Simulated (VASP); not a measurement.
Consider the following.

```
CELL_PARAMETERS angstrom
      5.35698     0.00000     0.00000
     -2.67849     4.63929     0.00000
      0.00000     0.00000     3.10584
ATOMIC_POSITIONS crystal
  Y  0.00000 0.00000 0.50000
  B  0.66667 0.33333 0.50000
  B  0.33333 0.66667 0.50000
  Rh 0.00000 0.50000 0.00000
  Rh 0.50000 0.00000 0.00000
  Rh 0.50000 0.50000 0.00000
```

All values below come from PBEsol GGA, VASP's PBE PAW potentials (set 64) (plane waves; VASP). Run with 520 eV cut-off, 8×8×11 Γ-centred mesh, tetrahedra with Blöchl corrections, potentials Y_sv B Rh_pv.

The cores are frozen, which limits the accuracy of field gradients.

### Question
Give the principal components of the electric field gradient (V/Å²) and the asymmetry η at each nucleus.

### Answer

```csv
atom,Vxx,Vyy,Vzz,η
Y1,-45.4,-45.4,90.8,0.00
B2,2.9,2.9,-5.8,0.00
B3,2.9,2.9,-5.8,0.00
Rh4,68.1,13.4,-81.5,0.67
Rh5,68.1,13.4,-81.5,0.67
Rh6,68.1,13.4,-81.5,0.67
```

The structure comes from a computed database's YB2Rh3 entry (P6/mmm); how it stands against other phases isn't given here. It was relaxed first.
